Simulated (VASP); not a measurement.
```yaml
crystal:
  lattice:
    - [0.00000, 1.78117, 1.78117]
    - [1.78117, 0.00000, 1.78117]
    - [1.78117, 1.78117, 0.00000]
  atoms:
    - { symbol: C, position: [0.00000, 0.00000, 0.00000] }
    - { symbol: C, position: [0.25000, 0.25000, 0.25000] }
```

All values below come from revTPSS meta-GGA, VASP's PBE PAW potentials (set 64) (plane waves; VASP). Run with 520 eV cut-off, 14×14×14 Γ-centred mesh, tetrahedra with Blöchl corrections, potentials C.

**Question.** Predict the energy per atom (σ→0), band gap (over mesh and band path) with the smallest direct gap where there is one.

**Answer.** 
```json
{
  "band gap (over mesh and band path)": "4.03 eV",
  "smallest direct gap (over mesh and band path)": "5.77 eV",
  "energy per atom (σ→0)": "-988.6 kJ/mol of atoms"
}
```

The compound is C in the diamond structure. It was relaxed first.
